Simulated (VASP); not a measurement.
The system is TcSe2.

```
CELL_PARAMETERS angstrom
0.00000 3.14575 3.14575
3.14575 0.00000 3.14575
3.14575 3.14575 0.00000
ATOMIC_POSITIONS crystal
Tc 0.00000 0.00000 0.00000
Se 0.25000 0.25000 0.25000
Se 0.75000 0.75000 0.75000
```

The cell comes from a database or a generator and needn't be the stable form of this composition.

Base run:

* Program: VASP 6.6.1
* Functional: PBE
* Potentials or basis: VASP PAW PBE potentials, release 64 (Tc_pv, Se)
* Cutoff: 520 eV
* k mesh: 5 × 5 × 5
* Occupations: gaussian, width 0.05 eV
* Spin: no spin polarisation
* Hubbard terms: Tc d U = 8 eV

Its results: band gap on the k mesh none (metal or under the smearing width); pressure 0.0 GPa.

Task: The run is repeated on the same cell with these changes: hubbard terms from Tc d U = 8 eV to Tc d U = 4 eV; further incar settings from ALGO = Fast; EDIFF = 1e-07 to ALGO = Normal; EDIFF = 1e-06. What comes out?

Result: Band gap on the k mesh none (metal or under the smearing width); pressure -7.1 GPa.

Caveats: U without spin polarisation on a metal has little footing.
